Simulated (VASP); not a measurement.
Runs of VASP 6.6.1 on GdN. Symmetry: Fm-3m, No. 225, cubic system. Conventional cell: a = 4.998 Å, b = 4.998 Å, c = 4.998 Å, α = 90.00°, β = 90.00°, γ = 90.00°. Gd (site symmetry m-3m) has 6 N at 2.50 Å as nearest neighbours. N (site symmetry m-3m) has 6 Gd at 2.50 Å as nearest neighbours. The cell comes from a database or a generator and needn't be the stable form of this composition.

```csv
level,U,pressure (GPa),moment (μB)
PBE+U,Gd f U = 8 eV,1.1,7.00
PBE+U,Gd f U = 10 eV,1.5,7.00
PBE+U,Gd f U = 4 eV,(b),7.00
PBE+U,Gd f U = 6 eV,(a),7.00
PBE,-,-1.2,7.00
```

Alike in all rows: task band structure; potentials or basis VASP PAW PBE potentials, release 64 (Gd, N); spin collinear, ferromagnetic start; cell as given; k mesh 10 × 10 × 10; cutoff (eV) 520; smearing fermi-dirac 0.05 eV.

**Question.** Estimate the missing entries.

**Answer.** (a) 0.7; (b) 0.1.

Caveats: a cell with one magnetic atom can't hold antiferromagnetic order, which such compounds often take.
